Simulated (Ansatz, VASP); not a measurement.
# HfC (HfC strained to the junction's net) in two plane-wave programs

Wanted: the spread between two codes on one cell, functional and k mesh. The cell is generated by rule, not measured, and may not be a known phase. The structure shown is the end of the Ansatz relaxation below.

Calculated with Ansatz 0.2.0; plane waves, with VASP 6.6.1 beside it; single point at PBE.

The structure was built from a prototype and need not be the compound's stable phase.

### 1. Starting point

Symmetry: R-3m, No. 166, trigonal system. Conventional cell: a = 3.253 Å, b = 3.253 Å, c = 8.103 Å, α = 90.00°, β = 90.00°, γ = 120.00°. Nearest to Hf lie 6 C at 2.31 Å. Nearest to C lie 6 Hf at 2.31 Å. Farther neighbours are not listed.

### 2. Ansatz: relaxation, PBE

Ansatz runs on its default PAW (the set named soft_2) files.

This run makes the geometry at which the two programs are then compared.

Contents of input.yaml:

```yaml
crystal:
  lattice:
    - [3.253, 0.0, 0.0]
    - [-1.6265, 2.8171806385, 0.0]
    - [0.0, 0.0, 8.1141285405]
  atoms:
    - { symbol: Hf, position: [0.0, 0.0, 0.0] }
    - { symbol: C, position: [0.3333333333, 0.6666666667, 0.1666666667] }
    - { symbol: Hf, position: [0.6666666667, 0.3333333333, 0.3333333333] }
    - { symbol: C, position: [0.0, 0.0, 0.5] }
    - { symbol: Hf, position: [0.3333333333, 0.6666666667, 0.6666666667] }
    - { symbol: C, position: [0.6666666667, 0.3333333333, 0.8333333333] }
kpoints:
  mp_grid: { grid: [12, 12, 4] }
scf:
  occupations: { method: fermi_dirac, width: 0.1 }
  max_iter: 150
hamiltonian:
  xc: pbe
relax:
  f_tol: 0.01
  max_steps: 40
  cell: { fix: [a, b, angles] }
```

The run is started by

```bash
$ ansatz run input.yaml --threads 4 --pin off --max-ram 10240MiB --backend cpu --events-out ev --progress --plain --runs-dir out
```

Numbers of over 12 decimals in the logs are rounded to 6 here.

The log of the run:

```text
Engine: ansatz 0.2.0, x86_64-unknown-linux-gnu
Pseudopotentials: kind: paw
Pseudopotential: Hf, paw, valence charge 26, recommended cutoff 420 eV (normal), Hf.paw.azcp
Pseudopotential: C, paw, valence charge 4, recommended cutoff 420 eV (normal), C.paw.azcp
Functional definition: PBE
  parameter kappa = 0.804
  parameter beta = 0.066725
  exchange = pbe_x(kappa = kappa, mu = beta*pi^2/3)
  correlation = pbe_c(beta = beta)
Crystal: 6 atoms, lattice volume = 74.360 Å³
Basis set: ecut = 420 eV, 1515 PW (Γ), exchange–correlation on 48×48×120 points (8 copies of the dense FFT grid, shifted against one another)
Bands: 54, of which v1, the nominal top of the filled ones, is band 45 counted from 1 (44 counted from 0)
Symmetry: 36 space group operations
Space group: R-3m (ITA 166), of the structure as read, at distance tolerance 4.2e-5 Å
k-points: 69 of 576
Non-local potential: Hf, projectors of the file, l = 0: 3, l = 1: 2, l = 2: 2, l = 3: 3
Non-local potential: C, projectors of the file, l = 0: 2, l = 1: 2, l = 2: 1
PAW form: soft (Blöchl's): semilocal exchange-correlation on the pseudo side does not see the compensation charge
PAW one-centre angular grid: Hf, 590 points (default); XC on 64 Gauss nodes
PAW one-centre angular grid: C, 110 points (default); XC on 64 Gauss nodes
Initial density: superposition of atomic densities (neutral atoms: chi_scale 0, normalization atom), corrected by the library's trained network
Initial wavefunctions: pseudopotential atomic-orbital guess
Functional: x = pbe(κ = 0.804, μ = 0.219515), c = pbe(β = 0.066725)
SCF iter   1: F=—  HF=-47922.410234 eV  |F-HF|=—  |Δ(HF+E_count)|=         —  Δρ=1.51e-3  dr2=1.62e-3  ethr=1.77e-3  ⟨swp⟩=4.8  Hψ=11045  notcnv=0  defer=9
preconditioner: auto → Kerker (q_TF=auto, 2.816 Å⁻¹)  [metal: Δε(μ)=0.017 eV  Ē_g=17.432 eV  σ=0.100 eV  W_gap=0.04  n_scr=36 (ndim 8)  ℏωp=39.5 eV  f_vac=0.000  D(μ)=0.76/eV (n_scr^D=2)]
SCF iter   2: F=—  HF=-47922.409739 eV  |F-HF|=—  |Δ(HF+E_count)|=   4.95e-4  Δρ=7.16e-4  dr2=2.15e-4  ethr=1.79e-6  ⟨swp⟩=2.2  Hψ=7370  notcnv=0  defer=21
SCF iter   3: F=—  HF=-47922.409789 eV  |F-HF|=—  |Δ(HF+E_count)|=   5.01e-5  Δρ=3.08e-4  dr2=3.05e-5  ethr=2.38e-7  ⟨swp⟩=2.1  Hψ=6348  notcnv=0  defer=21
SCF iter   4: F=—  HF=-47922.409785 eV  |F-HF|=—  |Δ(HF+E_count)|=   4.22e-6  Δρ=1.43e-4  dr2=8.74e-6  ethr=3.39e-8  ⟨swp⟩=2.9  Hψ=7763  notcnv=0  defer=21
SCF iter   5: F=—  HF=-47922.409785 eV  |F-HF|=—  |Δ(HF+E_count)|=   4.73e-7  Δρ=3.28e-5  dr2=4.32e-7  ethr=9.71e-9  ⟨swp⟩=2.1  Hψ=6734  notcnv=0  defer=21
SCF iter   6: F=—  HF=-47922.409785 eV  |F-HF|=—  |Δ(HF+E_count)|=   2.18e-7  Δρ=9.66e-6  dr2=4.63e-8  ethr=1.11e-10  ⟨swp⟩=7.8  Hψ=18669  notcnv=0
SCF iter   7: F=-47922.409785 eV  HF=-47922.409785 eV  |F-HF|=3.30e-8  |Δ(HF+E_count)|=   2.29e-8  Δρ=3.55e-6  dr2=6.98e-9  ethr=5.15e-11  ⟨swp⟩=5.0  Hψ=13749  notcnv=0
SCF 1 converged in 7 iterations: F = -47922.409785 eV  dr2 = 6.98e-9
  greatest PAW one-centre occupation: 0.998 electrons in one spin orbital (limit 2), on the Hf atom at site 4 (counted from 0), in its partial waves of l = 0
relax step   1: F+E_penalty+E_count = -47922.40978481 eV  Δ(F+E_penalty+E_count) = +0.000e0 eV  max|allowed force component| = 1.151e-27 eV/Å  Δτ_max = 0.0000 Å  P = +3.595 GPa  Ω = 74.360 Å³  fix = [a, b, alpha, beta, gamma]  reactions: a +5.742, b +5.742 GPa  (7 SCF iters, dr2 threshold 1.00e-7 eV, accepted)
[...]
relax step   2: F+E_penalty+E_count = -47922.40989286 eV  Δ(F+E_penalty+E_count) = -1.080e-4 eV  max|allowed force component| = 1.495e-26 eV/Å  Δτ_max = 0.0000 Å  P = +4.498 GPa  Ω = 74.094 Å³  energy of the carried Pulay correction = +4.119e-4 eV  fix = [a, b, alpha, beta, gamma]  (5 SCF iters, dr2 threshold 6.00e-7 eV, rejected (line search))
[...]
relax step   3: F+E_penalty+E_count = -47922.41017794 eV  Δ(F+E_penalty+E_count) = -3.931e-4 eV  max|allowed force component| = 9.777e-29 eV/Å  Δτ_max = 0.0000 Å  P = +3.951 GPa  Ω = 74.255 Å³  energy of the carried Pulay correction = +1.628e-4 eV  fix = [a, b, alpha, beta, gamma]  reactions: a +5.927, b +5.927 GPa  (8 SCF iters, accepted)
[...]
relax step   4: F+E_penalty+E_count = -47922.41004763 eV  Δ(F+E_penalty+E_count) = +1.303e-4 eV  max|allowed force component| = 4.360e-28 eV/Å  Δτ_max = 0.0000 Å  P = +3.949 GPa  Ω = 74.255 Å³  fix = [a, b, alpha, beta, gamma]  reactions: a +5.926, b +5.926 GPa  stress off target by 6.55e-3 GPa on what of the cell is left free  SCF on the basis re-selected at this cell (its energy is not comparable with the rows above)  (4 SCF iters)
basis re-selected at this cell: Δ(F+E_penalty+E_count) = +1.303e-4 eV, ΔP = -0.002 GPa vs the last step (what re-selecting the basis moved, of the pressure what is left beyond the Pulay correction that the steps carried, after the strain that the cell walked since its last selection, with what the two solves' SCF thresholds leave and, on support functions, any second-order correction that the steps lacked; it is no m [...]
SCF converged after 4 iterations
Free energy (F): -47922.410048 eV
Harris-Foulkes:  -47922.410048 eV  (|F-HF|=6.55e-11)
Internal energy: -47922.383544 eV  (E = F + TS)
E sigma→0 (E₀):  -47922.396796 eV
Entropy (-TS):   -0.026503 eV (-4.417 meV/atom)
Fermi energy:    20.472181 eV
--- Per-component energies (eV) ---
  E_band       = 369.010197
  E_kinetic    = 1537.852614
  E_local      = -14836.155939  (includes V_loc(G=0)·N_el)
  E_nonlocal   = -3650.282204
  E_hartree    = 7026.604999
  E_xc         = -1048.058565
  E_vxc        = -982.572035  (∫ρ·V_xc dr)
  E_paw        = -21080.953443  (= ΣΔE_a)
  E_vpaw       = 4246.957351  (= ΣTr[D̂ρ^β])
  E_aug_tail   = 0.000016  (compensation charges beyond the density's cutoff)
  E_ewald      = -15871.391023
  E_smearing   = -0.026503  (= −TS)
  E_closure    = -0.000000  (closes the sum)
  Σ components = -47922.410048   (vs F -47922.410048, Δ=0.00e0)
--- Forces (eV/Å), atoms counted from 1 ---
  atom   1  Hf     0.00000000     0.00000000     0.00000000
  atom   2  C      0.00000000     0.00000000     0.00000000
  atom   3  Hf    -0.00000000     0.00000000    -0.00000000
  atom   4  C      0.00000000     0.00000000     0.00000000
  atom   5  Hf     0.00000000     0.00000000     0.00000000
  atom   6  C     -0.00000000     0.00000000     0.00000000
  max |Σ_I F_I| component: 5.37e-28 eV/Å
--- Stress (GPa, compression-positive) ---
        5.926049       0.000000       0.000000
        0.000000       5.926049      -0.000000
        0.000000      -0.000000      -0.006555
  P = ⅓ Tr σ = 3.9485 GPa (39.485 kbar)
--- Relaxed structure (3 steps of the walk, 2 accepted, 1 SCFs on fresh bases) ---
  F+E_penalty+E_count = -47922.41004763 eV   max|allowed force component| = 4.360e-28 eV/Å   (the final SCF, on the basis selected at the relaxed cell)
  cell:  # Å, volume = 74.2548 Å³
    - [3.253000, 0, 0]
    - [-1.626500, 2.817181, 0]
    - [0, 0, 8.102622]
  atoms:
    - { symbol: Hf, position: [0, 0, 0] }
    - { symbol: C, position: [0.333333, 0.666667, 0.166667] }
    - { symbol: Hf, position: [0.666667, 0.333333, 0.333333] }
    - { symbol: C, position: [0, 0, 0.500000] }
    - { symbol: Hf, position: [0.333333, 0.666667, 0.666667] }
    - { symbol: C, position: [0.666667, 0.333333, 0.833333] }
```

### 3. VASP: single point, PBE

The same cell, functional, mesh and smearing now go to VASP, with its own data sets.

Lines of VASP's logs that name or quote its potential files are left out, and so is its time.

Contents of INCAR:

```
SYSTEM = HfC
PREC = Accurate
ENCUT = 600
EDIFF = 1E-06
NELM = 120
ISMEAR = -1
SIGMA = 0.1
LREAL = .FALSE.
ALGO = Normal
GGA = PE
NBANDS = 27
LASPH = .TRUE.
LORBIT = 11
LWAVE = .FALSE.
LCHARG = .FALSE.
ISIF = 2
GGA_COMPAT = .FALSE.
KPAR = 2
```

Contents of POSCAR:

```
HfC
1.0
    3.2530000000      0.0000000000      0.0000000000
   -1.6265000000      2.8171806385      0.0000000000
    0.0000000000      0.0000000000      8.1026220181
Hf C
3 3
Direct
    0.0000000000      0.0000000000      0.0000000000
    0.6666666667      0.3333333333      0.3333333333
    0.3333333333      0.6666666667      0.6666666667
    0.3333333333      0.6666666667      0.1666666667
    0.0000000000      0.0000000000      0.5000000000
    0.6666666667      0.3333333333      0.8333333333
```

Contents of KPOINTS:

```
Automatic mesh
0
Gamma
12 12 4
0 0 0
```

Potentials, in the order of the species: Hf_pv and C (PBE family, release 64).

The run is started by

```bash
$ mpirun -np 2 vasp_std
```

The log of the run:

```text
[banner, memory and clock lines left out]
running    2 mpi-ranks, on    1 nodes
 distrk:  each k-point on    1 cores,    2 groups
 distr:  one band on    1 cores,    1 groups

 POSCAR found type information on POSCAR HfC
 POSCAR found :  2 types and       6 ions
 LDA part: xc-table for (Slater+PW92), standard interpolation
 POSCAR, INCAR and KPOINTS ok, starting setup
 FFT: planning ... GRIDC
 FFT: planning ... GRID_SOFT
 FFT: planning ... GRID
 WAVECAR not read
 entering main loop
       N       E                     dE             d eps       ncg     rms          rms(c)
DAV:   1     0.181888859852E+03    0.18189E+03   -0.25139E+04  3726   0.170E+03
DAV:   2    -0.607537694452E+02   -0.24264E+03   -0.23558E+03  4602   0.373E+02
DAV:   3    -0.724517482002E+02   -0.11698E+02   -0.11480E+02  4638   0.600E+01
DAV:   4    -0.726036814093E+02   -0.15193E+00   -0.15171E+00  4758   0.729E+00
DAV:   5    -0.726050423470E+02   -0.13609E-02   -0.13604E-02  4719   0.680E-01    0.101E+02
DAV:   6    -0.632930327548E+02    0.93120E+01   -0.66800E+01  4072   0.284E+01    0.704E+01
DAV:   7    -0.632673533818E+02    0.25679E-01   -0.47802E+00  4185   0.104E+01    0.181E+01
DAV:   8    -0.631397601175E+02    0.12759E+00   -0.65040E-01  4680   0.308E+00    0.294E+00
DAV:   9    -0.631314182680E+02    0.83418E-02   -0.74971E-02  4331   0.133E+00    0.293E+00
DAV:  10    -0.631297084409E+02    0.17098E-02   -0.10589E-02  4469   0.497E-01    0.486E-01
DAV:  11    -0.631296338991E+02    0.74542E-04   -0.52099E-04  4402   0.143E-01    0.396E-01
DAV:  12    -0.631296277253E+02    0.61738E-05   -0.49769E-05  4924   0.339E-02    0.109E-01
DAV:  13    -0.631296287303E+02   -0.10050E-05   -0.16867E-06  3633   0.787E-03    0.151E-02
DAV:  14    -0.631296287722E+02   -0.41876E-07   -0.13224E-07  2507   0.278E-03
   1 F= -.63129629E+02 E0= -.63116458E+02  d E =-.263423E-01
```

Parts of OUTCAR (step 3):

```text
ion  position               nearest neighbor table
   1  0.000  0.000  0.000-   4 2.31   6 2.31   4 2.31   6 2.31   6 2.31   4 2.31   2 3.29   3 3.29
                             3 3.29   2 3.29   3 3.29   2 3.29
   2  0.667  0.333  0.333-   4 2.31   4 2.31   4 2.31   5 2.31   5 2.31   5 2.31   1 3.29   1 3.29
                             1 3.29   3 3.29   3 3.29   3 3.29
   3  0.333  0.667  0.667-   6 2.31   6 2.31   6 2.31   5 2.31   5 2.31   5 2.31   1 3.29   1 3.29
                             1 3.29   2 3.29   2 3.29   2 3.29
   4  0.333  0.667  0.167-   2 2.31   2 2.31   2 2.31   1 2.31   1 2.31   1 2.31
   5  0.000  0.000  0.500-   2 2.31   3 2.31   3 2.31   2 2.31   2 2.31   3 2.31
   6  0.667  0.333  0.833-   3 2.31   3 2.31   3 2.31   1 2.31   1 2.31   1 2.31

  LATTYP: Found a hexagonal cell.
 ALAT       =     3.2530000000
 C/A-ratio  =     2.4908152530

 Subroutine GETGRP returns: Found 12 space group operations
 (whereof 12 operations were pure point group operations)

The static configuration has the point symmetry D_3d.

 Found     69 irreducible k-points:

   k-points           NKPTS =     69   k-points in BZ     NKDIM =     69   number of bands    NBANDS=     27

   dimension x,y,z NGX =    28 NGY =   28 NGZ =   70
   dimension x,y,z NGXF=    56 NGYF=   56 NGZF=  140

   ENCUT  =  600.0 eV  44.10 Ry    6.64 a.u.   6.50  6.50 16.18*2*pi/ulx,y,z

   NELECT =      42.0000    total number of electrons

 k-points in reciprocal lattice and weights: Automatic mesh
   0.00000000  0.00000000  0.00000000       0.002
   0.08333333  0.00000000  0.00000000       0.010
   0.16666667  0.00000000  0.00000000       0.010
   0.25000000  0.00000000  0.00000000       0.010
   0.33333333  0.00000000  0.00000000       0.010
   0.41666667  0.00000000  0.00000000       0.010
   0.50000000  0.00000000  0.00000000       0.005
   0.08333333  0.08333333  0.00000000       0.010
   0.16666667  0.08333333  0.00000000       0.021
[...]
0.33333333  0.25000000  0.50000000       0.021
   0.33333333  0.33333333  0.50000000       0.003

 average (electrostatic) potential at core
       1 -35.3263       2 -35.3263       3 -35.3263       4 -47.5034       5 -47.5034
       6 -47.5034

 E-fermi :   6.0636

 k-point     1 :       0.0000    0.0000    0.0000
  band No.  band energies     occupation
    ...
     14       1.5622      2.00000
     15       3.6915      2.00000
     16       3.6915      2.00000
     17       3.6915      2.00000
     18       3.6915      2.00000
     19       7.0011      0.00017
     20       7.1183      0.00005
     21       7.1183      0.00005
     22       7.3046      0.00001
     23       7.5466      0.00000
    ...

 k-point     2 :       0.0833    0.0000    0.0000
  band No.  band energies     occupation
    ...
     15       3.5642      2.00000
     16       3.5698      2.00000
     17       3.8259      2.00000
     18       3.9486      2.00000
     19       6.0616      1.01004
     20       6.2957      0.17866
     21       6.4717      0.03321
     22       7.4420      0.00000
     23       8.0399      0.00000
     24       8.1334      0.00000
    ...

 k-point     3 :       0.1667    0.0000    0.0000
  band No.  band energies     occupation
    ...
     17       3.7480      2.00000
     18       4.3585      2.00000
     19       4.5763      2.00000
     20       5.2952      1.99908
     21       5.6405      1.97134
     22       7.5938      0.00000
     23       7.8604      0.00000
     24       8.7229      0.00000
     25       8.8082      0.00000
     26       9.6045      0.00000
    ...

  Total        2.4282869      2.4282869     -0.3252038      0.0000000      0.0000000      0.0000000
  in kB       52.3945647     52.3945647     -7.0168438      0.0000000      0.0000000      0.0000000
  external PRESSURE =      32.5907618 kB  Pullay stress =       0.0000000 kB

  energy-cutoff  :      600.00
  volume of cell :       74.25
      direct lattice vectors                 reciprocal lattice vectors
     3.253000000  0.000000000  0.000000000     0.307408546  0.177482407  0.000000000
    -1.626500000  2.817180639  0.000000000     0.000000000  0.354964814  0.000000000
     0.000000000  0.000000000  8.102622018     0.000000000  0.000000000  0.123416839

 POSITION                                       TOTAL-FORCE (eV/Angst)
 -----------------------------------------------------------------------------------
      0.00000      0.00000      0.00000        -0.000000     -0.000000     -0.000000
      1.62650      0.93906      2.70087        -0.000000     -0.000000     -0.000000
     -0.00000      1.87812      5.40175         0.000000     -0.000000      0.000000
     -0.00000      1.87812      1.35044        -0.000000      0.000000     -0.000000
      0.00000      0.00000      4.05131         0.000000     -0.000000     -0.000000
      1.62650      0.93906      6.75219         0.000000     -0.000000     -0.000000
 -----------------------------------------------------------------------------------
    total drift:                               -0.000000      0.000000      0.000000

  FREE ENERGIE OF THE ION-ELECTRON SYSTEM (eV)
  ---------------------------------------------------
  free  energy   TOTEN  =       -63.1296287722 eV

  energy  without entropy=      -63.1032864902  energy(sigma->0) =      -63.11645763

 total charge
# of ion       s       p       d       tot
------------------------------------------
    1        0.315   6.637   1.686   8.638
    2        0.315   6.637   1.686   8.638
    3        0.315   6.637   1.686   8.638
    4        0.874   1.523   0.000   2.397
    5        0.874   1.523   0.000   2.397
    6        0.874   1.523   0.000   2.397
--------------------------------------------------
tot          3.567  24.482   5.058  33.107

[... 3 further parts left out ...]
```

Harder data sets than Hf_pv exist (the GW ones), and pressures, volumes and forces can shift noticeably with them.

### 4. Comparison

Known differences besides the potentials themselves: the data sets hold 90 valence electrons in Ansatz (on its default PAW (the set named soft_2) files) and 42 in VASP; the cutoff is 420 eV in Ansatz and 600 eV in VASP; Ansatz's pressure holds a Pulay correction, VASP's none. Total energies have different zeros and are not compared.

The two programs side by side:

| quantity | Ansatz | VASP | difference |
| --- | --- | --- | --- |
| pressure (GPa) | 3.95 | 3.26 | +0.69 |

### 5. What came out

| Quantity | Value |
| --- | --- |
| difference in pressure (single point, PBE) | 0.69 GPa |

The difference in pressure is 0.69 GPa (single point, PBE), within the 1 GPa picked in this series as the mark of a large difference. The data sets hold unlike numbers of valence electrons (90 in Ansatz and 42 in VASP), so part of the differences comes from the potentials. Such differences can come from data sets, numerical settings and the points named under the comparisons, not from the functional's error against experiment.

[Lines on the potential files, build, host, timing and source positions are cut from VASP's logs without a mark.]

[Logs are printed without paths, hosts, clocks, repeated set-up lines and the standing remarks that a program may print on its own settings, such as how far it seeks lower states.]

[Hosts, paths, dates, database ids (printed as entryN), source tags and the programs' standing remarks are cut or masked in the printed files.]
